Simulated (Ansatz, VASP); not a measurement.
# W (W(210)) in two plane-wave programs, part 2 of 2

Aim: how closely do two programs agree when they are given the same cell, functional and k mesh? The cell is taken from a series of runs on this material, whose earlier steps may have relaxed, scaled, displaced or heated it; both programs get it as it stands.

VASP 6.6.1 and Ansatz 0.2.0.

So far: Set-up; VASP: single point, PBE.

## (3) Ansatz: single point, PBE

Level of this step: Ansatz beside VASP: Kohn-Sham DFT, plane waves, PBE (Ansatz).

Ansatz runs on its default PAW (the set named soft_2) files.

The same cell, functional, mesh and smearing now go to Ansatz, which takes its cutoff from its data sets.

The input, input.yaml:

```yaml
crystal:
  lattice:
    - [3.16, 0.0, 0.0]
    - [0.0, 7.0659748089, 0.0]
    - [0.0, 0.0, 27.3055596942]
  atoms:
    - { symbol: W, position: [0.0, 0.6, 0.292980627] }
    - { symbol: W, position: [0.5, 0.9, 0.3188580486] }
    - { symbol: W, position: [0.0, 0.2, 0.3447354703] }
    - { symbol: W, position: [0.5, 0.5, 0.3706128919] }
    - { symbol: W, position: [0.0, 0.8, 0.3964903135] }
    - { symbol: W, position: [0.5, 0.1, 0.4223677351] }
    - { symbol: W, position: [0.0, 0.4, 0.4482451568] }
    - { symbol: W, position: [0.5, 0.7, 0.4741225784] }
    - { symbol: W, position: [0.0, 0.0, 0.5] }
    - { symbol: W, position: [0.5, 0.3, 0.5258774216] }
    - { symbol: W, position: [0.0, 0.6, 0.5517548432] }
    - { symbol: W, position: [0.5, 0.9, 0.5776322649] }
    - { symbol: W, position: [0.0, 0.2, 0.6035096865] }
    - { symbol: W, position: [0.5, 0.5, 0.6293871081] }
    - { symbol: W, position: [0.0, 0.8, 0.6552645297] }
    - { symbol: W, position: [0.5, 0.1, 0.6811419514] }
    - { symbol: W, position: [0.0, 0.4, 0.707019373] }
hamiltonian:
  xc: pbe
kpoints:
  mp_grid: { grid: [20, 10, 1] }
scf:
  occupations: { method: methfessel_paxton, width: 0.1 }
  convergence: { dr2_threshold: 1.0e-09 }
efield:
  axis: 3
  dipole_correction: true
output:
  write_potential: true
  write_density: true
  volumetric_format: npy
```

On the command line:

```console
> ansatz run input.yaml --threads 4 --pin off --max-ram 8192MiB --backend cpu --events-out ev --progress --plain --runs-dir out
```

Numbers of over 12 decimals in the logs are rounded to 6 here.

Log:

```text
Engine: ansatz 0.2.0, aarch64-unknown-linux-gnu
Pseudopotentials: kind: paw
Pseudopotential: W, paw, valence charge 14, recommended cutoff 420 eV (normal), W.paw.azcp
Functional definition: PBE
  parameter kappa = 0.804
  parameter beta = 0.066725
  exchange = pbe_x(kappa = kappa, mu = beta*pi^2/3)
  correlation = pbe_c(beta = beta)
Crystal: 17 atoms, lattice volume = 609.692 Å³
Basis set: ecut = 420 eV, 11919 PW (Γ)
Bands: 143, of which v1, the nominal top of the filled ones, is band 119 counted from 1 (118 counted from 0)
Symmetry: 2 space group operations
k-points: 66 of 200 (time reversal used)
Non-local potential: W, projectors of the file, l = 0: 3, l = 1: 2, l = 2: 2, l = 3: 1
PAW form: soft (Blöchl's): semilocal exchange-correlation on the pseudo side does not see the compensation charge
PAW one-centre angular grid: W, 590 points (default); XC on 64 Gauss nodes
Initial density: superposition of atomic densities (neutral atoms: chi_scale 0, normalization atom), corrected by the library's trained network
Initial wavefunctions: pseudopotential atomic-orbital guess
Functional: x = pbe(κ = 0.804, μ = 0.219515), c = pbe(β = 0.066725)
SCF iter   1: F=—  HF=-176531.112338 eV  |F-HF|=—  |Δ(HF+E_count)|=         —  Δρ=5.05e-3  dr2=5.20e-1  ethr=1.77e-3  p=0.000 e·Å  D=6.93e-14 V/Å  ΔV_dip=-0.00 eV  dr2_dipole=2.43e-8  V_vac-E_F(+/−)=4.45/4.45 eV  ⟨swp⟩=9.5  Hψ=46132  notcnv=0
efield: sawtooth ramp at fractional position 0.9500 (placed from the atoms, in the widest stretch of the axis that holds none; the zero of the levels goes with the place), width 0.1000; the density the first Hamiltonian is built on has a dipole p = 0.000 e·Å; the dipole correction subtracts the counter field D = 6.93e-14 V/Å, which shifts the + side's vacuum level by -0.00 eV against the − side's; the planar-averaged density in the ramp window peaks in size at 2.5e-5 e/Å³
preconditioner: auto → LDOS  [metal: Δε(μ)=0.005 eV  Ē_g=4.600 eV  σ=0.100 eV  W_gap=0.04  n_scr=134 (ndim 8)  ℏωp=15.2 eV  f_vac=0.486  D(μ)=10.23/eV (n_scr^D=40)  β→1.0]
SCF iter   2: F=—  HF=-176531.106518 eV  |F-HF|=—  |Δ(HF+E_count)|=   5.82e-3  S|Δr|=    0.00e0  Δρ=2.93e-3  dr2=2.13e-1  ethr=2.18e-4  p=-0.000 e·Å  D=-4.48e-7 V/Å  ΔV_dip=0.00 eV  dr2_dipole=3.08e-8  V_vac-E_F(+/−)=4.25/4.25 eV  ⟨swp⟩=2.0  Hψ=14138  notcnv=0  defer=687
SCF iter   3: F=—  HF=-176531.088986 eV  |F-HF|=—  |Δ(HF+E_count)|=   1.75e-2  S|Δr|=    0.00e0  Δρ=8.40e-4  dr2=1.17e-2  ethr=8.94e-5  p=-0.000 e·Å  D=-1.68e-7 V/Å  ΔV_dip=0.00 eV  dr2_dipole=2.74e-9  V_vac-E_F(+/−)=4.30/4.30 eV  ⟨swp⟩=2.0  Hψ=11732  notcnv=0  defer=687
SCF iter   4: F=—  HF=-176531.088040 eV  |F-HF|=—  |Δ(HF+E_count)|=   9.46e-4  S|Δr|=    0.00e0  Δρ=3.14e-4  dr2=1.27e-3  ethr=4.91e-6  p=-0.000 e·Å  D=-5.47e-8 V/Å  ΔV_dip=0.00 eV  dr2_dipole=1.45e-10  V_vac-E_F(+/−)=4.29/4.29 eV  ⟨swp⟩=3.0  Hψ=14635  notcnv=0  defer=687
SCF iter   5: F=—  HF=-176531.088054 eV  |F-HF|=—  |Δ(HF+E_count)|=   1.39e-5  S|Δr|=    0.00e0  Δρ=9.82e-5  dr2=1.69e-4  ethr=5.32e-7  p=-0.000 e·Å  D=-8.19e-8 V/Å  ΔV_dip=0.00 eV  dr2_dipole=2.23e-11  V_vac-E_F(+/−)=4.29/4.29 eV  ⟨swp⟩=2.7  Hψ=12275  notcnv=0  defer=687
SCF iter   6: F=—  HF=-176531.088063 eV  |F-HF|=—  |Δ(HF+E_count)|=   9.43e-6  S|Δr|=    0.00e0  Δρ=3.29e-5  dr2=1.12e-5  ethr=7.12e-8  p=-0.000 e·Å  D=-5.82e-8 V/Å  ΔV_dip=0.00 eV  dr2_dipole=1.74e-14  V_vac-E_F(+/−)=4.29/4.29 eV  ⟨swp⟩=2.4  Hψ=12005  notcnv=0  defer=687
SCF iter   7: F=—  HF=-176531.089005 eV  |F-HF|=—  |Δ(HF+E_count)|=   9.42e-4  S|Δr|=    0.00e0  Δρ=1.39e-5  dr2=2.90e-6  ethr=4.70e-9  p=-0.000 e·Å  D=-4.65e-8 V/Å  ΔV_dip=0.00 eV  dr2_dipole=2.25e-14  V_vac-E_F(+/−)=4.29/4.29 eV  ⟨swp⟩=3.1  Hψ=15492  notcnv=0  defer=129
SCF iter   8: F=—  HF=-176531.089006 eV  |F-HF|=—  |Δ(HF+E_count)|=   5.93e-7  S|Δr|=    0.00e0  Δρ=4.18e-6  dr2=2.21e-7  ethr=1.22e-9  p=-0.000 e·Å  D=-3.33e-8 V/Å  ΔV_dip=0.00 eV  dr2_dipole=4.41e-13  V_vac-E_F(+/−)=4.29/4.29 eV  ⟨swp⟩=2.2  Hψ=11934  notcnv=0  defer=129
SCF iter   9: F=—  HF=-176531.089006 eV  |F-HF|=—  |Δ(HF+E_count)|=   1.05e-7  S|Δr|=    0.00e0  Δρ=1.55e-6  dr2=2.56e-8  ethr=9.28e-11  p=-0.000 e·Å  D=-1.95e-8 V/Å  ΔV_dip=0.00 eV  dr2_dipole=1.09e-18  V_vac-E_F(+/−)=4.29/4.29 eV  ⟨swp⟩=3.1  Hψ=15309  notcnv=0  defer=129
SCF iter  10: F=—  HF=-176531.089006 eV  |F-HF|=—  |Δ(HF+E_count)|=   1.90e-8  S|Δr|=    0.00e0  Δρ=6.12e-7  dr2=2.98e-9  ethr=1.08e-11  p=-0.000 e·Å  D=-9.92e-9 V/Å  ΔV_dip=0.00 eV  dr2_dipole=3.97e-16  V_vac-E_F(+/−)=4.29/4.29 eV  ⟨swp⟩=3.1  Hψ=15979  notcnv=0  defer=129
SCF iter  11: F=-176531.089006 eV  HF=-176531.089006 eV  |F-HF|=0.00e0  |Δ(HF+E_count)|=   4.02e-9  S|Δr|=    0.00e0  Δρ=2.38e-7  dr2=4.73e-10  ethr=1.00e-12  p=-0.000 e·Å  D=-7.52e-9 V/Å  ΔV_dip=0.00 eV  dr2_dipole=3.66e-15  V_vac-E_F(+/−)=4.29/4.29 eV  ⟨swp⟩=12.3  Hψ=32714  notcnv=0
SCF 1 converged in 11 iterations: F = -176531.089006 eV  dr2 = 4.73e-10
[...]
SCF converged after 11 iterations
Stability not checked: this state was not tested for a lower state beside it, because cold or Methfessel-Paxton smearing, or corrected tetrahedra, fill the levels in a way that the test cannot read (fill_not_monotonic; see scf.lower_state_search)
Free energy (F): -176531.089006 eV
Harris-Foulkes:  -176531.089006 eV  (|F-HF|=0.00e0)
Internal energy: -176531.091205 eV  (E = F + TS)
E sigma→0 (E₀):  -176531.089556 eV
Entropy (-TS):   0.002199 eV (0.129 meV/atom)
Fermi energy:    7.638329 eV
Dipole field:    D = 0.000000 V/Å  (p = 0.000000 e·Å, saw-weighted, corrected)
Work function:   Φ+ = 4.2863 eV   Φ− = 4.2863 eV
Levels:          The Fermi level and band energies are counted from a zero that moves with the ramp; work functions are not
--- Per-component energies (eV) ---
  E_band       = -4905.922263
  E_kinetic    = 7623.812572
  E_local      = -336477.733115  (includes V_loc(G=0)·N_el)
  E_nonlocal   = 17.204080
  E_hartree    = 165046.738456
  E_xc         = -4522.295075
  E_vxc        = -4038.670519  (∫ρ·V_xc dr)
  E_paw        = -145562.289752  (= ΣΔE_a)
  E_vpaw       = -2124.003224  (= ΣTr[D̂ρ^β])
  E_aug_tail   = -0.000985  (compensation charges beyond the density's cutoff)
  E_efield     = 0.000000  (sawtooth field / dipole correction)
  E_vefield    = 0.000000  (∫n·V_field dr)
  E_ewald      = 137343.472615
  E_smearing   = 0.002199  (= −TS)
  E_closure    = 0.000000  (closes the sum)
  Σ components = -176531.089006   (vs F -176531.089006, Δ=0.00e0)
--- Band table (eV; the first three rows and the last of 66) ---
  k-point 0: bands = [... 115 lower, 7.1187, 7.3516, 7.3543, 7.3607, 7.4224, 7.4436, 7.6855, 7.7271, ... 20 higher]
  k-point 1: bands = [... 115 lower, 7.1428, 7.3085, 7.3781, 7.4024, 7.4870, 7.4874, 7.7135, 7.7621, ... 20 higher]
  k-point 2: bands = [... 115 lower, 7.2009, 7.3710, 7.4199, 7.4742, 7.5016, 7.6872, 7.8829, 7.8832, ... 20 higher]
  k-point 65: bands = [... 115 lower, 7.5383, 7.7130, 7.8934, 7.9944, 8.0789, 8.3069, 8.4405, 8.6798, ... 20 higher]
```

In the SCF lines HF is the Harris–Foulkes energy and dr2 the Hartree energy of the density residual, in eV; the loop may stop once dr2 is under the threshold and the program's other checks hold. Hψ counts applications of the Hamiltonian.

## (4) Side by side

Known differences besides the potentials themselves: the data sets hold 238 valence electrons in Ansatz (on its default PAW (the set named soft_2) files) and 102 in VASP; the cutoff is 420 eV in Ansatz and 520 eV in VASP. Total energies have different zeros and are not compared.

Compared:

| quantity | Ansatz | VASP | difference |
| --- | --- | --- | --- |
| work function, lower of the two faces (eV) | 4.29 | 4.30 | -0.02 |
| work function, higher of the two faces (eV) | 4.29 | 4.30 | -0.02 |

Where the cell holds vacuum, a pressure given here is an average over it and none of the material.

## (5) Results

- difference in work function, lower of the two faces (single point, PBE): -0.016 eV

What this shows: The difference in work function, lower of the two faces is -0.016 eV (single point, PBE). The data sets hold unlike numbers of valence electrons (238 in Ansatz and 102 in VASP), so part of the differences may come from the potentials. Such differences can come from data sets, numerical settings and the points named under the comparisons, not from the functional's error against experiment.

[Lines on the potential files, build, host, timing and source positions are cut from VASP's logs without a mark.]

[Logs are printed without paths, hosts, clocks, repeated set-up lines and the standing remarks that a program may print on its own settings, such as how far it seeks lower states.]

[Hosts, paths, dates, database ids (printed as entryN), source tags and the programs' standing remarks are cut or masked in the printed files.]
